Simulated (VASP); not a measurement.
Method: PBE GGA, VASP's PBE PAW potentials (set 64) (plane waves; VASP 6.6.1).

VASP ran on this input.

File KPOINTS:
```
Automatic
0
G
7 7 4
```

POSCAR:
```
AlN
1
    1.5644225524    -2.7096593393     0.0000000000
    1.5644225524     2.7096593393     0.0000000000
    0.0000000000     0.0000000000     5.0096013078
Al N
2 2
Direct
  0.6666670000   0.3333330000   0.5000482511
  0.3333330000   0.6666670000   0.0000482511
  0.6666670000   0.3333330000   0.8819517489
  0.3333330000   0.6666670000   0.3819517489
```

**INCAR**
```
SYSTEM = AlN
PREC = Accurate
ENCUT = 480
EDIFF = 1E-6
NELM = 100
ALGO = Normal
LREAL = .FALSE.
LASPH = .TRUE.
ISMEAR = 0
SIGMA = 0.05
GGA = PE
LWAVE = .FALSE.
LCHARG = .FALSE.
IBRION = 2
ISIF = 3
NSW = 60
EDIFFG = -0.02
```

POTCAR, in this order: Al N (PBE.64 set). Program: vasp_std.

What VASP printed:

### OSZICAR
```
       N       E                     dE             d eps       ncg     rms          rms(c)
DAV:   1     0.506664074253E+02    0.50666E+02   -0.72798E+03   576   0.112E+03
DAV:   2    -0.305319877689E+02   -0.81198E+02   -0.74362E+02   840   0.217E+02
DAV:   3    -0.344327932968E+02   -0.39008E+01   -0.38836E+01   748   0.522E+01
DAV:   4    -0.344663046769E+02   -0.33511E-01   -0.33507E-01   656   0.548E+00
DAV:   5    -0.344668130006E+02   -0.50832E-03   -0.50831E-03   732   0.688E-01    0.121E+01
DAV:   6    -0.297787026191E+02    0.46881E+01   -0.17036E+01   688   0.309E+01    0.425E+00
DAV:   7    -0.297934688740E+02   -0.14766E-01   -0.60314E-01   632   0.612E+00    0.289E+00
DAV:   8    -0.297869057918E+02    0.65631E-02   -0.75166E-02   644   0.282E+00    0.485E-01
DAV:   9    -0.297823071116E+02    0.45987E-02   -0.19653E-02   724   0.104E+00    0.243E-01
DAV:  10    -0.297828695000E+02   -0.56239E-03   -0.22333E-03   680   0.362E-01    0.129E-01
DAV:  11    -0.297828047833E+02    0.64717E-04   -0.18949E-04   668   0.108E-01    0.330E-02
DAV:  12    -0.297828066144E+02   -0.18311E-05   -0.79211E-06   608   0.285E-02    0.864E-03
DAV:  13    -0.297828063218E+02    0.29256E-06   -0.56078E-06   708   0.172E-02
   1 F= -.29782806E+02 E0= -.29782806E+02  d E =-.297828E+02
```

OUTCAR:
```
------------------------ aborting loop because EDIFF is reached ----------------------------------------
  FORCE on cell =-STRESS in cart. coord.  units (eV):
  Direction    XX          YY          ZZ          XY          YZ          ZX
  --------------------------------------------------------------------------------------
  Total       -0.0139397     -0.0139397      0.0586398      0.0000000      0.0000000      0.0000000
  in kB       -0.5258510     -0.5258510      2.2120826      0.0000000      0.0000000      0.0000000
  external PRESSURE =       0.3867936 kB  Pullay stress =       0.0000000 kB
  volume of cell :       42.47
      direct lattice vectors                 reciprocal lattice vectors
     1.564422552 -2.709659339  0.000000000     0.319606745 -0.184525041  0.000000000
     1.564422552  2.709659339  0.000000000     0.319606745  0.184525041  0.000000000
     0.000000000  0.000000000  5.009601308     0.000000000  0.000000000  0.199616684
  FREE ENERGIE OF THE ION-ELECTRON SYSTEM (eV)
  ---------------------------------------------------
  free  energy   TOTEN  =       -29.7828063218 eV

  energy  without entropy=      -29.7828063218  energy(sigma->0) =      -29.78280632

 reached required accuracy - stopping structural energy minimisation
```
(Selected blocks of OUTCAR.)

The compound is AlN in the wurtzite structure. It was relaxed first. The start is the result of an earlier pass.
